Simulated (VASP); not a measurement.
Wanted: the native input for a VASP 6.6.1 run.

- Task: band structure
- Functional: vdW-DF-cx
- Potentials or basis: VASP PAW PBE potentials, release 64 (Ni, Mo_sv, Pd, Ir, W_sv)
- Cutoff: 520 eV
- k mesh: 11 × 11 × 3
- Occupations: fermi-dirac, width 0.05 eV
- Spin: collinear spin, ferromagnetic start
- Starting moments: [1.0, 1.0, 0.0, 0.6, 0.0] μB
- Further INCAR settings: ALGO = Normal; EDIFF = 1e-06

The system is NiMoIrPdW.

```
Ni Mo Pd Ir W
1.0
     2.73326    0.00000    0.00000
    -1.36663    2.36707    0.00000
     0.00000    0.00000   11.20833
Ni Mo Pd Ir W
1 1 1 1 1
Direct
  0.00000 0.00000 0.71028
  0.66667 0.33333 0.29547
  0.66667 0.33333 0.89837
  0.00000 0.00000 0.10387
  0.66667 0.33333 0.52969
```

The cell was built by a generator and needn't be a form met in nature.

One way to write it, as run:

POSCAR

```
NiMoIrPdW                               
1.0
    2.7332607785     -0.0000036213     -0.0000009648
   -1.3666335254      2.3670660130      0.0000009648
   -0.0000040085      0.0000023143     11.2083291575
  Ni              Mo              Pd              Ir              W             
     1     1     1     1     1
Direct
     0.0000008312766051    0.9999991687233368    0.7102770084838018
     0.6666693165278275    0.3333306834722775    0.2954727354049981
     0.6666692767990999    0.3333307232009492    0.8983699969091086
     0.0000013039967839    0.9999986960030841    0.1038715569093424
     0.6666692713996939    0.3333307286003419    0.5296887022927443
```

INCAR.step1

```
AGGAC = 0.0
ALGO = Normal
EDIFF = 1E-6
ENCUT = 520
GGA = CX
ISIF = 2
ISMEAR = -1
ISPIN = 2
KPAR = 4
LASPH = True
LCHARG = True
LMAXMIX = 4
LORBIT = 11
LREAL = False
LUSE_VDW = True
LWAVE = False
MAGMOM = 1 1 0 0.6 0
NELM = 100
PREC = Accurate
SIGMA = 0.05
```

KPOINTS.step1

```
k-points
0
Gamma
  11 11 3
```

INCAR.step2

```
AGGAC = 0.0
ALGO = Normal
EDIFF = 1E-6
ENCUT = 520
GGA = CX
ICHARG = 11
ISIF = 2
ISMEAR = 0
ISPIN = 2
KPAR = 4
LASPH = True
LCHARG = False
LMAXMIX = 4
LORBIT = 11
LREAL = False
LUSE_VDW = True
LWAVE = False
MAGMOM = 1 1 0 0.6 0
NELM = 100
PREC = Accurate
SIGMA = 0.05
```

KPOINTS.step2

```
path GMKGALHA,LM,KH
10
line-mode
reciprocal
 0.0000000000  0.0000000000  0.0000000000  G
 0.5000000000  0.0000000000  0.0000000000  M

 0.5000000000  0.0000000000  0.0000000000  M
 0.3333333333  0.3333333333  0.0000000000  K

 0.3333333333  0.3333333333  0.0000000000  K
 0.0000000000  0.0000000000  0.0000000000  G

 0.0000000000  0.0000000000  0.0000000000  G
 0.0000000000  0.0000000000  0.5000000000  A

 0.0000000000  0.0000000000  0.5000000000  A
 0.5000000000  0.0000000000  0.5000000000  L

 0.5000000000  0.0000000000  0.5000000000  L
 0.3333333333  0.3333333333  0.5000000000  H

 0.3333333333  0.3333333333  0.5000000000  H
 0.0000000000  0.0000000000  0.5000000000  A

 0.5000000000  0.0000000000  0.5000000000  L
 0.5000000000  0.0000000000  0.0000000000  M

 0.3333333333  0.3333333333  0.0000000000  K
 0.3333333333  0.3333333333  0.5000000000  H
```

Potentials or basis: VASP PAW PBE potentials, release 64 (Ni, Mo_sv, Pd, Ir, W_sv).

Command:

```sh
$ cat potpaw_PBE.64/Ni/POTCAR potpaw_PBE.64/Mo_sv/POTCAR potpaw_PBE.64/Pd/POTCAR potpaw_PBE.64/Ir/POTCAR potpaw_PBE.64/W_sv/POTCAR > POTCAR
$ cp INCAR.step1 INCAR
$ cp KPOINTS.step1 KPOINTS
$ mpirun -np 4 vasp_std > vasp.out
$ cp INCAR.step2 INCAR
$ cp KPOINTS.step2 KPOINTS
$ mpirun -np 4 vasp_std > vasp.out
```

Results of the run:

| Quantity | Value |
| --- | --- |
| Band gap along the path | none (metal or under the smearing width) |
| Net moment | 0.00 μB per cell |

Caveat: the log is that of the step along the path at fixed density, whose energy, stress, charges and moments have no meaning; spin-orbit coupling is left out, which moves the levels of the heavy elements.

It took 2.9 min on 4 MPI ranks on Intel(R) Xeon(R) 6975P-C (Granite Rapids), on a shared host, peak memory 0.72 GiB a rank.
